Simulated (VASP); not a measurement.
# MnCuAs: the relaxed cell at several levels, part 4 of 7

Aim: relax MnCuAs with several functionals and dispersion schemes, and compare the cells. The start is a computed cell from the Materials Project.

VASP 6.6.1, plane waves and PAW; the level of theory is named at each step.

Still holding for the runs below: The k-mesh is coarse for a metal.

So far. Step 6 (Magnetic order: antiferromagnetic, q = (1/2, 1/2, 0)): The energy lies -22.8 meV an atom from the first pattern. The run ends antiferromagnetic with a largest moment of 3.20 μB, and the mesh shows no gap. Step 7 (The orders side by side): The session goes on in the lowest magnetic state found: antiferromagnetic. The next one lies 15.9 meV an atom higher.

## Step 8: Relaxation with LDA

This step: LDA, spin-polarised from an antiferromagnetic start; plane waves and PAW (Mn_pv, Cu, As) (VASP 6.6.1).

System of this step: MnCuAs. The structure is tetragonal, space group P4/nmm (No. 129). Conventional cell: a = 3.699 Å, b = 3.699 Å, c = 6.408 Å, α = 90.00°, β = 90.00°, γ = 90.00°. Nearest to Mn lie 5 As at 2.49 to 2.64 Å and 4 Cu at 2.84 Å. Nearest to Cu lie 4 As at 2.56 Å and 4 Cu at 2.62 Å and 4 Mn at 2.84 Å. Nearest to As lie 5 Mn at 2.49 to 2.64 Å and 4 Cu at 2.56 Å. Farther neighbours are not listed.

Properties are meant for the cell that this level of theory prefers, so cell and atoms are relaxed first (ISIF = 3) until forces and stress are small; EDIFFG sets the threshold.

The input, INCAR:

```
SYSTEM = MnCuAs
PREC = Accurate
ENCUT = 520
EDIFF = 1E-06
NELM = 100
ISMEAR = -1
SIGMA = 0.05
LREAL = .FALSE.
ALGO = Normal
GGA = CA
NBANDS = 38
ISPIN = 2
MAGMOM = 3.21 -3.21 0 -0 0.01 -0.01
LASPH = .TRUE.
LMAXMIX = 4
LORBIT = 11
LWAVE = .FALSE.
LCHARG = .FALSE.
KPAR = 8
IBRION = 2
NSW = 60
ISIF = 3
EDIFFG = -0.01
```

The input, POSCAR:

```
MnCuAs
1.0
    3.6994910000      0.0000000000      0.0000000000
    0.0000000000      3.6994910000      0.0000000000
    0.0000000000      0.0000000000      6.4084220000
Mn Cu As
2 2 2
Direct
    0.0000000000      0.5000000000      0.1640200000
    0.5000000000      0.0000000000      0.8359800000
    0.0000000000      0.0000000000      0.5000000000
    0.5000000000      0.5000000000      0.5000000000
    0.0000000000      0.5000000000      0.7762460000
    0.5000000000      0.0000000000      0.2237540000
```

The input, KPOINTS:

```
Automatic mesh
0
Gamma
5 5 3
0 0 0
```

Potentials, in the order of the species: Mn_pv, Cu and As (PBE family, release 64).

Launch:

```console
> mpirun -np 8 vasp_std
```

Numbers of over 12 decimals in the logs are rounded to 6 here.

Output:

```text
[... set-up lines as in an earlier step ...]
 entering main loop
       N       E                     dE             d eps       ncg     rms          rms(c)
DAV:   1     0.557769801104E+03    0.55777E+03   -0.29382E+04  1984   0.205E+03
DAV:   2     0.898195356368E+01   -0.54879E+03   -0.53217E+03  1842   0.484E+02
DAV:   3    -0.419867697943E+02   -0.50969E+02   -0.47134E+02  2044   0.164E+02
DAV:   4    -0.447739893576E+02   -0.27872E+01   -0.27504E+01  2658   0.384E+01
DAV:   5    -0.448424208933E+02   -0.68432E-01   -0.68327E-01  2240   0.614E+00    0.198E+01
DAV:   6    -0.430432173770E+02    0.17992E+01   -0.70778E+01  2538   0.137E+02    0.160E+01
DAV:   7    -0.399613579112E+02    0.30819E+01   -0.16589E+01  2130   0.596E+01    0.592E+00
DAV:   8    -0.399037813374E+02    0.57577E-01   -0.22696E+00  2920   0.266E+01    0.361E+00
DAV:   9    -0.398790472622E+02    0.24734E-01   -0.42244E-01  2820   0.911E+00    0.186E+00
DAV:  10    -0.398673012893E+02    0.11746E-01   -0.44885E-02  2646   0.307E+00    0.921E-01
DAV:  11    -0.398655410569E+02    0.17602E-02   -0.16941E-02  2852   0.282E+00    0.375E-01
DAV:  12    -0.398657204372E+02   -0.17938E-03   -0.63643E-03  3136   0.918E-01    0.828E-02
DAV:  13    -0.398657763967E+02   -0.55960E-04   -0.36674E-04  2412   0.157E-01    0.395E-02
DAV:  14    -0.398657735985E+02    0.27983E-05   -0.29735E-05  2932   0.128E-01    0.122E-02
DAV:  15    -0.398657747602E+02   -0.11617E-05   -0.60551E-06  2378   0.260E-02    0.817E-03
DAV:  16    -0.398657748398E+02   -0.79618E-07   -0.65739E-07  1116   0.165E-02
   1 F= -.39865775E+02 E0= -.39856911E+02  d E =-.398658E+02  mag=     0.0000
 curvature:   0.00 expect dE= 0.000E+00 dE for cont linesearch  0.000E+00
 trial: gam= 0.00000 g(F)=  0.250E-01 g(S)=  0.103E+01 ort = 0.000E+00 (trialstep = 0.100E+01)
 search vector abs. value=  0.105E+01
 bond charge predicted
       N       E                     dE             d eps       ncg     rms          rms(c)
DAV:   1    -0.695260470899E+02   -0.29660E+02   -0.40741E+02  2000   0.280E+02    0.521E+01
DAV:   2    -0.526288420982E+02    0.16897E+02   -0.30114E+02  2344   0.268E+02    0.290E+01
DAV:   3    -0.433648953072E+02    0.92639E+01   -0.98881E+01  1978   0.107E+02    0.175E+01
DAV:   4    -0.406379755627E+02    0.27269E+01   -0.13603E+01  3028   0.616E+01    0.863E+00
DAV:   5    -0.403797555448E+02    0.25822E+00   -0.16038E+00  2762   0.171E+01    0.522E+00
DAV:   6    -0.402919700301E+02    0.87786E-01   -0.72966E-01  2426   0.619E+00    0.166E+00
DAV:   7    -0.402889161521E+02    0.30539E-02   -0.10865E-01  2432   0.227E+00    0.671E-01
DAV:   8    -0.402883207533E+02    0.59540E-03   -0.95956E-03  2676   0.136E+00    0.329E-01
DAV:   9    -0.402883495428E+02   -0.28790E-04   -0.29789E-03  2768   0.727E-01    0.109E-01
DAV:  10    -0.402883374987E+02    0.12044E-04   -0.30113E-04  3056   0.311E-01    0.449E-02
DAV:  11    -0.402883452194E+02   -0.77207E-05   -0.51087E-05  2140   0.612E-02    0.226E-02
DAV:  12    -0.402883462441E+02   -0.10247E-05   -0.11509E-05  2168   0.269E-02    0.840E-03
DAV:  13    -0.402883458783E+02    0.36579E-06   -0.24615E-06  1148   0.163E-02
   2 F= -.40288346E+02 E0= -.40278697E+02  d E =-.422571E+00  mag=     0.0000
[... from here on, the cycles between the ionic steps are left out ...]
   3 F= -.40324350E+02 E0= -.40315825E+02  d E =-.458576E+00  mag=     0.0000
   4 F= -.40372549E+02 E0= -.40363579E+02  d E =-.481982E-01  mag=    -0.0000
   5 F= -.40384025E+02 E0= -.40374373E+02  d E =-.596747E-01  mag=    -0.0000
   6 F= -.40404513E+02 E0= -.40394941E+02  d E =-.204876E-01  mag=    -0.0000
   7 F= -.40404520E+02 E0= -.40394948E+02  d E =-.204948E-01  mag=    -0.0000
   8 F= -.40405442E+02 E0= -.40395576E+02  d E =-.922513E-03  mag=     0.0000
   9 F= -.40405473E+02 E0= -.40395651E+02  d E =-.953131E-03  mag=    -0.0000
  10 F= -.40405764E+02 E0= -.40396112E+02  d E =-.290654E-03  mag=    -0.0000
 trial-energy change:   -0.000291  1 .order   -0.000278   -0.000430   -0.000126
 step:   1.4119(harm=  1.5212)  dis= 0.00410  next Energy=   -40.405784 (dE=-0.311E-03)
 bond charge predicted
       N       E                     dE             d eps       ncg     rms          rms(c)
DAV:   1    -0.404055751613E+02    0.18944E-03   -0.11473E-02  3072   0.240E+00    0.104E-01
DAV:   2    -0.404058239231E+02   -0.24876E-03   -0.33617E-03  2176   0.500E-01    0.559E-02
DAV:   3    -0.404058149911E+02    0.89320E-05   -0.29220E-04  2528   0.235E-01    0.457E-02
DAV:   4    -0.404057997696E+02    0.15221E-04   -0.51692E-05  2596   0.163E-01    0.195E-02
DAV:   5    -0.404057956295E+02    0.41401E-05   -0.11197E-05  2590   0.496E-02    0.796E-03
DAV:   6    -0.404057953158E+02    0.31373E-06   -0.15396E-06  1008   0.269E-02
  11 F= -.40405795E+02 E0= -.40396197E+02  d E =-.322200E-03  mag=     0.0000
 curvature:  -0.91 expect dE=-0.299E-04 dE for cont linesearch -0.739E-05
 trial: gam=-0.10451 g(F)=  0.911E-05 g(S)=  0.239E-04 ort = 0.643E-04 (trialstep = 0.114E+01)
 search vector abs. value=  0.251E-04
 reached required accuracy - stopping structural energy minimisation
```

It took 71 s on 8 MPI ranks of Intel Xeon 6975P-C (Granite Rapids), shared host; peak memory 2.1 GiB; 9.2 min of CPU time.

From OUTCAR (step 8):

```text
   k-points           NKPTS =     12   k-points in BZ     NKDIM =     12   number of bands    NBANDS=     38

   ENCUT  =  520.0 eV  38.22 Ry    6.18 a.u.   6.88  6.88 11.92*2*pi/ulx,y,z

   NELECT =      58.0000    total number of electrons

 E-fermi :   9.0051

 spin component 1
 k-point     1 :       0.0000    0.0000    0.0000
  band No.  band energies     occupation
    ...
     26       7.1969      1.00000
     27       7.9877      1.00000
     28       8.0058      1.00000
     29       8.5810      0.99979
     30       8.5810      0.99979
     31       9.0736      0.20239
     32      11.0191      0.00000
     33      11.0861      0.00000
     34      11.0861      0.00000
     35      12.2326      0.00000
    ...

 k-point     2 :       0.2000    0.0000    0.0000
  band No.  band energies     occupation
    ...
     25       6.9663      1.00000
     26       7.4382      1.00000
     27       7.4795      1.00000
     28       8.3568      1.00000
     29       8.7668      0.99155
     30       9.1115      0.10628
     31       9.7091      0.00000
     32       9.9285      0.00000
     33      11.0224      0.00000
     34      11.6289      0.00000
    ...

  Total        0.0285813      0.0285813      0.0366663      0.0000000      0.0000000      0.0000000
  in kB        0.5972372      0.5972372      0.7661839      0.0000000      0.0000000      0.0000000
  external PRESSURE =       0.6535528 kB  Pullay stress =       0.0000000 kB

 POSITION                                       TOTAL-FORCE (eV/Angst)
 -----------------------------------------------------------------------------------
      0.00000      1.74697      0.92713        -0.000000     -0.000000     -0.002372
      1.74697      0.00000      5.35367         0.000000      0.000000      0.002372
      0.00000      0.00000      3.14040         0.000000      0.000000      0.000000
      1.74697      1.74697      3.14040         0.000000     -0.000000      0.000000
      3.49394      1.74697      4.89539        -0.000000     -0.000000     -0.009423
      1.74697      0.00000      1.38541         0.000000      0.000000      0.009423
 -----------------------------------------------------------------------------------
    total drift:                                0.000000      0.000000      0.000000

  FREE ENERGIE OF THE ION-ELECTRON SYSTEM (eV)
  ---------------------------------------------------
  free  energy   TOTEN  =       -40.4057953158 eV

  energy  without entropy=      -40.3865993999  energy(sigma->0) =      -40.39619736

 reached required accuracy - stopping structural energy minimisation

 magnetization (x)
# of ion       s       p       d       tot
------------------------------------------
    1        0.024   0.027   2.514   2.565
    2       -0.024  -0.027  -2.514  -2.565
    3        0.000   0.000   0.000   0.000
    4        0.000   0.000   0.000   0.000
    5       -0.006   0.017  -0.004   0.007
    6        0.006  -0.017   0.004  -0.007
--------------------------------------------------
tot          0.000   0.000   0.000   0.000

[... 4 parts as in an earlier step ...]

[... 11 further parts left out ...]
```

The magnetic order is the lowest of the few collinear ones that converged above; longer or canted patterns were not tried. After so large a change of volume the plane waves of the start cell no longer fit, so the final stress carries a basis-set error. The run keeps the 16 symmetry operations of its start, so it cannot find a distortion of lower symmetry.

Relaxation path:

```csv
step,energy less that of the first step (eV),largest force (eV/Å),pressure (GPa),volume (Å³)
1,0.0000,0.5044,-11.91,87.71
2,-0.4226,0.6670,5.09,74.63
3,-0.4586,0.6735,0.40,77.13
4,-0.5068,0.3057,0.54,76.71
5,-0.5183,0.3269,0.79,76.39
6,-0.5387,0.0780,-0.47,76.92
7,-0.5387,0.0744,-0.44,76.92
8,-0.5397,0.0402,0.27,76.52
9,-0.5397,0.0432,0.16,76.58
10,-0.5400,0.0116,0.02,76.65
11,-0.5400,0.0094,0.07,76.67
```

```csv
"conventional cell, symmetrised",before,after,change
a (Å),3.699,3.494,-5.6 %
b (Å),3.699,3.494,-5.6 %
c (Å),6.408,6.281,-2.0 %
volume (Å³/atom),14.62,12.78,-12.6 %
```

The atoms that moved most (Å, as changes of fractional coordinates times the final cell):

| atom | dx | dy | dz | length |
| --- | --- | --- | --- | --- |
| Mn1 | 0.000 | 0.000 | -0.103 | 0.103 |
| Mn2 | 0.000 | 0.000 | 0.103 | 0.103 |
| As5 | 0.000 | 0.000 | 0.020 | 0.020 |
| As6 | 0.000 | 0.000 | -0.020 | 0.020 |

The relaxed structure:

```xyz
6
Lattice="3.4939 0.0000 0.0000 0.0000 3.4939 0.0000 0.0000 0.0000 6.2808" Properties=species:S:1:pos:R:3 pbc="T T T"
Mn    0.0000    1.7470    0.9271
Mn    1.7470    0.0000    5.3537
Cu    0.0000    0.0000    3.1404
Cu    1.7470    1.7470    3.1404
As    0.0000    1.7470    4.8954
As    1.7470    0.0000    1.3854
```

This step gave:

```
electrons                       : 58
bands                           : 38
irreducible k-points            : 12
symmetry operations             : 16
free energy (TOTEN)             : -40.41 eV
energy at zero smearing         : -40.40 eV
Fermi energy                    : 9.005 eV
pressure                        : 0.06536 GPa
SCF cycles over all ionic steps : 103
```

Spin moment in the PAW sphere by atom:

| atom | spin moment in the PAW sphere (μB) |
| --- | --- |
| Mn1 | 2.56 |
| Mn2 | -2.56 |
| Cu3 | 0.00 |
| Cu4 | 0.00 |
| As5 | 0.01 |
| As6 | -0.01 |

It ends with a largest force of 0.009 eV/Å and a pressure of 0.07 GPa. The conventional cell has a = 3.494 and c = 6.281 Å. The largest moment is 2.56 μB.

[end of part 4 of 7]

[Lines on the potential files, build, host, timing and source positions are cut from VASP's logs without a mark.]

[Logs are printed without paths, hosts, clocks, repeated set-up lines and the standing remarks that a program may print on its own settings, such as how far it seeks lower states.]

[Hosts, paths, dates, database ids (printed as entryN), source tags and the programs' standing remarks are cut or masked in the printed files.]

[A measured line is paired with the nearest computed mode of its activity, which favours agreement.]
